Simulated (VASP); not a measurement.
# G0W0 gap of CdTe against strain, part 2 of 4

Wanted: the deformation potential of the gap of CdTe, from G0W0. The cell is of the zinc-blende type, one of the forms listed for this formula, which need not be the common one. The start is a cell from a database of measured crystal structures.

VASP 6.6.1, plane waves and PAW; the level of theory is named at each step.

So far, gap on the k-mesh (eV): step 3 (empty bands) 1.37.

The database entry behind the starting cell differs from later determinations by our own check (an axis about 1.1 % short against later determinations), so it need not match the best structure at ambient conditions.

### Step 4. G0W0

This step: G0W0 on r2SCAN; plane waves and PAW (Te_GW, Cd_GW) (VASP 6.6.1).

One pass of GW corrects the levels to first order, with G and W from the starting orbitals.

Contents of INCAR:

```
SYSTEM = CdTe
PREC = Accurate
ENCUT = 300
ISMEAR = 0
SIGMA = 0.01
LREAL = .FALSE.
METAGGA = R2SCAN
LASPH = .TRUE.
NBANDS = 280
ALGO = EVGW0
NELMGW = 1
ENCUTGW = 150
NOMEGA = 48
PRECFOCK = Fast
NBANDSGW = 24
LWAVE = .FALSE.
LCHARG = .FALSE.
```

Contents of POSCAR:

```
CdTe
1.0
    0.0000000000      3.2050000000      3.2050000000
    3.2050000000      0.0000000000      3.2050000000
    3.2050000000      3.2050000000      0.0000000000
Te Cd
1 1
Direct
    0.7500000000      0.7500000000      0.7500000000
    0.0000000000      0.0000000000      0.0000000000
```

Contents of KPOINTS:

```
Automatic mesh
0
Gamma
6 6 6
0 0 0
```

Potentials, in the order of the species: Te_GW and Cd_GW (PBE family, release 64).

The run is started by

```
$ mpirun -np 8 vasp_std
```

What it wrote:

```text
[banner, memory and clock lines left out]
running    8 mpi-ranks, on    1 nodes
 distrk:  each k-point on    8 cores,    1 groups
 distr:  one band on    1 cores,    8 groups

 POSCAR found type information on POSCAR TeCd
 POSCAR found :  2 types and       2 ions
 [... a notice as in an earlier step ...]

 [... a notice as in an earlier step ...]

|                                                                             |
|           W    W    AA    RRRRR   N    N  II  N    N   GGGG   !!!           |
|           W    W   A  A   R    R  NN   N  II  NN   N  G    G  !!!           |
|           W    W  A    A  R    R  N N  N  II  N N  N  G       !!!           |
|           W WW W  AAAAAA  RRRRR   N  N N  II  N  N N  G  GGG   !            |
|           WW  WW  A    A  R   R   N   NN  II  N   NN  G    G                |
|           W    W  A    A  R    R  N    N  II  N    N   GGGG   !!!           |
|                                                                             |
|     The default for ENCUTGWSOFT is different in this version of VASP.       |
|     please manually set ENCUTGWSOFT =150 in the INCAR file.                 |
|                                                                             |

 LDA part: xc-table for (None), standard interpolation
 found WAVECAR, reading the header
 POSCAR, INCAR and KPOINTS ok, starting setup
 FFT: planning ... GRIDC
 FFT: planning ... GRID_SOFT
 FFT: planning ... GRID
 reading WAVECAR
 the WAVECAR file was read successfully
 initial charge from wavefunction
 available memory per node:     92.04 GB, setting MAXMEM to     94247

 The Fermi energy was updated, please check that it is located mid-gap
 values below the HOMO (VB) or above the LUMO (CB) will cause erroneous energies
 E-fermi :   4.0984

 calculate exact exchange contribution
 the WAVEDER file was read successfully
energies w=
    0.000    0.000    0.467    0.000    0.932    0.000    1.393    0.000
    1.848    0.000    2.297    0.000    2.739    0.000    3.173    0.000
    3.598    0.000    4.016    0.000    4.426    0.000    4.830    0.000
    5.227    0.000    5.620    0.000    6.010    0.000    6.398    0.000
    6.785    0.000    7.173    0.000    7.564    0.000    7.960    0.000
    8.362    0.000    8.773    0.000    9.196    0.000    9.633    0.000
   10.088    0.000   10.563    0.000   11.063    0.000   11.594    0.000
   12.161    0.000   12.770    0.000   13.431    0.000   14.154    0.000
   14.953    0.000   15.842    0.000   16.845    0.000   17.988    0.000
   19.309    0.000   20.858    0.000   22.704    0.000   24.947    0.000
   27.736    0.000   31.301    0.000   36.021    0.000   42.557    0.000
   52.193    0.000   67.777    0.000   97.147    0.000  172.654    0.000
 responsefunction array rank=     288
 LDA part: xc-table for (None), standard interpolation

 min. memory requirement per mpi rank    384.4 MB, per node   3075.3 MB

 allocating   6 responsefunctions rank=   288
 shmem allocating  48 responsefunctions rank=   288
 response function shared by NCSHMEM nodes    1
 Doing            6  frequencies on each core in blocks of           48
NQ=   1    0.0000    0.0000    0.0000,
|.........|.........|.........|.........|.........|.........|.........|.........
 performed       1268000 updates of chi_q(r,r)
 total number of BLAS operations        812.86 Gflops
NQ=   2    0.1667    0.0000    0.0000,
|.........|.........|.........|.........|.........|.........|.........|.........
 performed       3450000 updates of chi_q(r,r)
 total number of BLAS operations       2152.62 Gflops
NQ=   3    0.3333    0.0000    0.0000,
|.........|.........|.........|.........|.........|.........|.........|.........
 performed       5632000 updates of chi_q(r,r)
 total number of BLAS operations       3531.35 Gflops
NQ=   4    0.5000    0.0000    0.0000,
|.........|.........|.........|.........|.........|.........|.........|.........
 performed       7492000 updates of chi_q(r,r)
 total number of BLAS operations       4632.26 Gflops
NQ=   5    0.1667    0.1667    0.0000,
|.........|.........|.........|.........|.........|.........|.........|.........
 performed       9674000 updates of chi_q(r,r)
 total number of BLAS operations       6030.68 Gflops
NQ=   6    0.3333    0.1667    0.0000,
|.........|.........|.........|.........|.........|.........|.........|.........
 performed      13012000 updates of chi_q(r,r)
 total number of BLAS operations       8215.25 Gflops
NQ=   7    0.5000    0.1667    0.0000,
|.........|.........|.........|.........|.........|.........|.........|.........
 performed      16350000 updates of chi_q(r,r)
 total number of BLAS operations      10147.84 Gflops
NQ=   8   -0.3333    0.1667    0.0000,
|.........|.........|.........|.........|.........|.........|.........|.........
 performed      19688000 updates of chi_q(r,r)
 total number of BLAS operations      12138.33 Gflops
NQ=   9   -0.1667    0.1667    0.0000,
|.........|.........|.........|.........|.........|.........|.........|.........
 performed      22596000 updates of chi_q(r,r)
 total number of BLAS operations      13949.45 Gflops
NQ=  10    0.3333    0.3333    0.0000,
|.........|.........|.........|.........|.........|.........|.........|.........
 performed      24778000 updates of chi_q(r,r)
 total number of BLAS operations      15260.34 Gflops
NQ=  11    0.5000    0.3333    0.0000,
|.........|.........|.........|.........|.........|.........|.........|.........
 performed      28116000 updates of chi_q(r,r)
 total number of BLAS operations      17236.28 Gflops
NQ=  12   -0.3333    0.3333    0.0000,
|.........|.........|.........|.........|.........|.........|.........|.........
 performed      31024000 updates of chi_q(r,r)
 total number of BLAS operations      18907.40 Gflops
NQ=  13    0.5000    0.5000    0.0000,
|.........|.........|.........|.........|.........|.........|.........|.........
 performed      32695000 updates of chi_q(r,r)
 total number of BLAS operations      19770.31 Gflops
NQ=  14    0.5000    0.3333    0.1667,
|.........|.........|.........|.........|.........|.........|.........|.........
 performed      36436000 updates of chi_q(r,r)
 total number of BLAS operations      22017.57 Gflops
NQ=  15   -0.3333    0.3333    0.1667,
|.........|.........|.........|.........|.........|.........|.........|.........
 performed      39962000 updates of chi_q(r,r)
 total number of BLAS operations      24135.68 Gflops
NQ=  16   -0.3333    0.5000    0.1667,
|.........|.........|.........|.........|.........|.........|.........|.........
 performed      42883000 updates of chi_q(r,r)
 total number of BLAS operations      25789.57 Gflops
 resolving degeneracies of screened two electron integrals

 calculate QP shifts <psi_nk| G(iteration)W_0 |psi_nk>: iteration 1
 entering main loop
```

The job ended after 16 min (8 MPI ranks of AMD EPYC 7R43, shared host; peak memory 3.1 GiB).

Parts of OUTCAR (step 4):

```text
The static configuration has the point symmetry T_d .

 Found     16 irreducible k-points:

   k-points           NKPTS =     16   k-points in BZ     NKDIM =    216   number of bands    NBANDS=    280

   NELECT =      18.0000    total number of electrons

 E-fermi :   4.0984

 QP shifts <psi_nk| G(iteration)W_0 |psi_nk>: iteration 1
 for sc-GW calculations column KS-energies equals QP-energies in previous step
 and V_xc(KS)=  KS-energies - (<T + V_ion + V_H > + <T+V_H+V_ion>^1  + <V_x>^1)
 k-point   1 :       0.0000    0.0000    0.0000
  band No.  KS-energies  QP-energies   sigma(KS)   V_xc(KS)     V^pw_x(r,r')   Z            occupation Imag(sigma)
    ...
      6      -4.9246      -6.4254     -18.2578     -16.1532     -23.2597       0.7131       2.0000       0.1424
      7       3.4152       2.8792     -12.3698     -11.6780     -13.3691       0.7748       2.0000      -0.0119
      8       3.4152       2.8792     -12.3698     -11.6780     -13.3691       0.7748       2.0000      -0.0119
      9       3.4152       2.8792     -12.3698     -11.6780     -13.3691       0.7748       2.0000      -0.0119
     10       4.7816       4.7841      -9.3319      -9.3349      -5.7014       0.7936       0.0000      -0.0801
     11       8.4233       8.4749      -8.7333      -8.7996      -4.7437       0.7783       0.0000      -0.0805
     12       8.4233       8.4749      -8.7333      -8.7996      -4.7437       0.7783       0.0000      -0.0805
     13       8.4233       8.4749      -8.7333      -8.7996      -4.7437       0.7783       0.0000      -0.0805
    ...

 k-point   2 :       0.1667    0.0000    0.0000
  band No.  KS-energies  QP-energies   sigma(KS)   V_xc(KS)     V^pw_x(r,r')   Z            occupation Imag(sigma)
    ...
      6      -4.9260      -6.4244     -18.2531     -16.1493     -23.2569       0.7123       2.0000       0.1427
      7       1.6822       1.0798     -11.7309     -10.9381     -12.9536       0.7600       2.0000      -0.0049
      8       3.1674       2.6171     -12.2256     -11.5139     -13.2796       0.7732       2.0000      -0.0119
      9       3.1674       2.6171     -12.2256     -11.5139     -13.2796       0.7732       2.0000      -0.0119
     10       5.7830       5.8268      -9.5239      -9.5796      -5.8572       0.7879       0.0000      -0.0741
     11       8.5586       8.5640      -8.6645      -8.6715      -4.6377       0.7762       0.0000      -0.0863
     12       8.7856       8.8458      -8.8067      -8.8844      -4.7194       0.7741       0.0000      -0.0845
     13       8.7856       8.8458      -8.8067      -8.8844      -4.7194       0.7741       0.0000      -0.0845
    ...

 k-point   3 :       0.3333    0.0000    0.0000
  band No.  KS-energies  QP-energies   sigma(KS)   V_xc(KS)     V^pw_x(r,r')   Z            occupation Imag(sigma)
    ...
      6      -4.8258      -6.1667     -17.4845     -15.5965     -22.4367       0.7102       2.0000       0.1969
      7      -0.3396      -0.9808     -11.3501     -10.4665     -13.4397       0.7256       2.0000       0.0388
      8       2.7519       2.1807     -12.0337     -11.2907     -13.2037       0.7689       2.0000      -0.0116
      9       2.7519       2.1807     -12.0337     -11.2907     -13.2037       0.7689       2.0000      -0.0116
     10       5.8015       5.8444      -9.1850      -9.2395      -5.4372       0.7882       0.0000      -0.0707
     11       9.0566       9.1107      -8.6001      -8.6704      -4.4858       0.7704       0.0000      -0.0877
     12       9.0566       9.1107      -8.6001      -8.6704      -4.4858       0.7704       0.0000      -0.0877
     13      10.1811      10.1181      -8.3601      -8.2766      -3.8818       0.7548       0.0000      -0.1282
    ...

[... 7 parts as in an earlier step ...]

[... 5 further parts left out ...]
```

This step gave:

```yaml
quasiparticle_gap_on_the_mesh: 1.905 eV
smallest_direct_quasiparticle_gap_on_the_mesh: 1.905 eV
gap_of_the_starting_orbitals_on_the_mesh: 1.366 eV
```

GW takes the gap from 1.366 to 1.905 eV. Spin-orbit coupling is left out. The value holds for 280 bands, ENCUTGW = 150 eV and this mesh, and isn't shown to be converged in them.

### Step 5. Ground state of a strained cell, scale 0.94

This step: r2SCAN; plane waves and PAW (Te_GW, Cd_GW) (VASP 6.6.1).

The volume is scaled by 0.94, at the same cutoff, mesh and band count, and the chain is run again.

Contents of INCAR:

```
SYSTEM = CdTe
PREC = Accurate
ENCUT = 300
EDIFF = 1E-08
NELM = 100
ISMEAR = 0
SIGMA = 0.01
LREAL = .FALSE.
ALGO = Normal
METAGGA = R2SCAN
LASPH = .TRUE.
NBANDS = 15
LORBIT = 11
LWAVE = .TRUE.
LCHARG = .FALSE.
KPAR = 8
```

Contents of POSCAR:

```
CdTe
1.0
    0.0000000000      3.1395734784      3.1395734784
    3.1395734784      0.0000000000      3.1395734784
    3.1395734784      3.1395734784      0.0000000000
Te Cd
1 1
Direct
    0.7500000000      0.7500000000      0.7500000000
    0.0000000000      0.0000000000      0.0000000000
```

KPOINTS is that of step 4.

The run is started by

```
$ mpirun -np 8 vasp_std
```

What it wrote:

```text
[banner, memory and clock lines left out]
running    8 mpi-ranks, on    1 nodes
 distrk:  each k-point on    1 cores,    8 groups
 distr:  one band on    1 cores,    1 groups

 POSCAR found type information on POSCAR TeCd
 POSCAR found :  2 types and       2 ions
 [... a notice as in an earlier step ...]

 [... a notice as in an earlier step ...]

 LDA part: xc-table for (None), standard interpolation
 POSCAR, INCAR and KPOINTS ok, starting setup
 FFT: planning ... GRIDC
 FFT: planning ... GRID_SOFT
 FFT: planning ... GRID
 WAVECAR not read
 entering main loop
       N       E                     dE             d eps       ncg     rms          rms(c)
DAV:   1     0.163165970925E+02    0.16317E+02   -0.68096E+03   600   0.731E+02
DAV:   2    -0.480549237739E+02   -0.64372E+02   -0.62973E+02   676   0.221E+02
DAV:   3    -0.503174168638E+02   -0.22625E+01   -0.22575E+01   653   0.411E+01
DAV:   4    -0.504205742877E+02   -0.10316E+00   -0.10314E+00   716   0.947E+00
DAV:   5    -0.504222350701E+02   -0.16608E-02   -0.16608E-02   676   0.125E+00    0.556E+00
DAV:   6    -0.465407310211E+02    0.38815E+01   -0.26222E+00   585   0.210E+01    0.655E+00
DAV:   7    -0.465134486442E+02    0.27282E-01   -0.12468E-01   658   0.315E+00    0.402E+00
DAV:   8    -0.465165840312E+02   -0.31354E-02   -0.62447E-02   707   0.241E+00    0.351E-01
DAV:   9    -0.465175014743E+02   -0.91744E-03   -0.39502E-03   665   0.678E-01    0.162E-01
DAV:  10    -0.465174580243E+02    0.43450E-04   -0.95772E-04   661   0.338E-01    0.352E-02
DAV:  11    -0.465174503495E+02    0.76748E-05   -0.11423E-04   663   0.984E-02    0.363E-02
DAV:  12    -0.465174417784E+02    0.85712E-05   -0.36371E-05   648   0.719E-02    0.660E-03
DAV:  13    -0.465174426739E+02   -0.89558E-06   -0.30551E-06   658   0.172E-02    0.152E-03
DAV:  14    -0.465174428863E+02   -0.21236E-06   -0.17652E-07   735   0.352E-03    0.703E-04
DAV:  15    -0.465174430935E+02   -0.20723E-06   -0.21531E-08   542   0.142E-03    0.882E-05
DAV:  16    -0.465174431031E+02   -0.96072E-08   -0.33055E-09   415   0.534E-04
   1 F= -.46517443E+02 E0= -.46517443E+02  d E =-.278403E-25
 writing wavefunctions
```

Elapsed: 31 s, on 8 MPI ranks; peak memory 1.1 GiB; 4 min of CPU time.

OUTCAR, selected parts (step 5):

```text
   ENCUT  =  300.0 eV  22.05 Ry    4.70 a.u.   6.27  6.27  6.27*2*pi/ulx,y,z

   NELECT =      18.0000    total number of electrons

 E-fermi :   4.1704

 k-point     1 :       0.0000    0.0000    0.0000
  band No.  band energies     occupation
    ...
      5      -4.4460      2.00000
      6      -4.4460      2.00000
      7       4.1001      2.00000
      8       4.1001      2.00000
      9       4.1001      2.00000
     10       5.6705      0.00000
     11       9.0432      0.00000
     12       9.0433      0.00000
     13       9.0433      0.00000
     14      12.1831      0.00000
    ...

  Total        2.6502952      2.6502952      2.6502952      0.0000000      0.0000000      0.0000000
  in kB       68.6061242     68.6061242     68.6061242      0.0000000      0.0000000      0.0000000
  external PRESSURE =      68.6061242 kB  Pullay stress =       0.0000000 kB

 POSITION                                       TOTAL-FORCE (eV/Angst)
 -----------------------------------------------------------------------------------
      4.70936      4.70936      4.70936         0.000000     -0.000000      0.000000
      0.00000      0.00000      0.00000        -0.000000      0.000000     -0.000000
 -----------------------------------------------------------------------------------
    total drift:                               -0.000007     -0.000007     -0.000007

  FREE ENERGIE OF THE ION-ELECTRON SYSTEM (eV)
  ---------------------------------------------------
  free  energy   TOTEN  =       -46.5174431031 eV

  energy  without entropy=      -46.5174431031  energy(sigma->0) =      -46.51744310

[... 4 parts as in an earlier step ...]

[... 12 further parts left out ...]
```

This step gave:

* free energy (TOTEN): -46.52 eV
* Fermi energy: 4.170 eV
* pressure: 6.861 GPa
* gap on the k-mesh: 1.570 eV
* least direct gap on the k-mesh: 1.570 eV

The run ends at a pressure of 6.86 GPa.

### Step 6. Empty bands, scale 0.94

The empty bands are made again, for the run that follows.

Contents of INCAR:

```
SYSTEM = CdTe
PREC = Accurate
ENCUT = 300
ISMEAR = 0
SIGMA = 0.01
LREAL = .FALSE.
METAGGA = R2SCAN
LASPH = .TRUE.
NBANDS = 280
ALGO = Exact
NELM = 1
LWAVE = .TRUE.
LCHARG = .FALSE.
LOPTICS = .TRUE.
NEDOS = 1000
CSHIFT = 0.1
```

POSCAR is that of step 5.

KPOINTS is that of step 5.

The run is started by

```
$ mpirun -np 8 vasp_std
```

What it wrote:

```text
[... set-up lines as in an earlier step ...]
 entering main loop
       N       E                     dE             d eps       ncg     rms          rms(c)
DIA:   1    -0.465174430891E+02   -0.46517E+02    0.00000E+00     0   0.000E+00
   1 F= -.46517443E+02 E0= -.46517443E+02  d E =-.193172E-28
 writing wavefunctions
 optical routines
 imaginary and real dielectric function
 direction            1
 direction            2
 direction            3
```

It took 40 s on 8 MPI ranks; peak memory 0.94 GiB.

From OUTCAR (step 6):

```text
  Total        2.6501136      2.6501136      2.6501136      0.0000000      0.0000000     -0.0000000
  in kB       68.6014217     68.6014217     68.6014217      0.0000000      0.0000000     -0.0000000
  external PRESSURE =      68.6014217 kB  Pullay stress =       0.0000000 kB

 POSITION                                       TOTAL-FORCE (eV/Angst)
 -----------------------------------------------------------------------------------
      4.70936      4.70936      4.70936         0.000000      0.000000      0.000000
      0.00000      0.00000      0.00000        -0.000000     -0.000000     -0.000000
 -----------------------------------------------------------------------------------
    total drift:                               -0.000007     -0.000007     -0.000007

  FREE ENERGIE OF THE ION-ELECTRON SYSTEM (eV)
  ---------------------------------------------------
  free  energy   TOTEN  =       -46.5174430891 eV

  energy  without entropy=      -46.5174430891  energy(sigma->0) =      -46.51744309

[... 2 parts as in an earlier step ...]

[... 1 further part left out ...]
[key lines of the parts left out:]
E-fermi :   4.1754
```

[end of part 2 of 4]

[Lines on the potential files, build, host, timing and source positions are cut from VASP's logs without a mark.]

[Logs are printed without paths, hosts, clocks, repeated set-up lines and the standing remarks that a program may print on its own settings, such as how far it seeks lower states.]

[Hosts, paths, dates, database ids (printed as entryN), source tags and the programs' standing remarks are cut or masked in the printed files.]

[Pressures printed for these runs are not shown converged in the cutoff: they can be off by several GPa and have the wrong sign.]

[In band tables of VASP the shares of atoms and orbitals are scaled to a sum of 1 inside the atoms' spheres.]
